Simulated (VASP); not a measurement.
Input of a VASP 6.6.1 run:

The input INCAR:

```
PREC = Accurate
ENCUT = 600
EDIFF = 1E-7
ISMEAR = 1
SIGMA = 0.1
LREAL = False
LASPH = True
NELM = 80
ALGO = Normal
ISIF = 3
LWAVE = False
LCHARG = False
GGA = PE
IBRION = 2
NSW = 90
EDIFFG = -0.005
KPAR = 2
```

KPOINTS

```
regular mesh
0
Gamma
  16 16 16
```

The input POSCAR:

```
Al                                      
1.0
    0.0000000000      2.0196414341      2.0196414341
    2.0196414341      0.0000000000      2.0196414341
    2.0196414341      2.0196414341      0.0000000000
  Al            
     1
Direct
     0.0000000000000000    0.0000000000000000    0.0000000000000000
```

Potentials or basis: VASP PAW PBE potentials, release 64 (Al).

Launch:

```console
$ cat potpaw_PBE.64/Al/POTCAR > POTCAR
$ mpirun -np 2 vasp_std > vasp.out
```

(1) Predict the band gap on the k mesh.

Answers

(1) none (metal or under the smearing width).

Caveat: the relaxation stopped at its first step, so nothing moved.
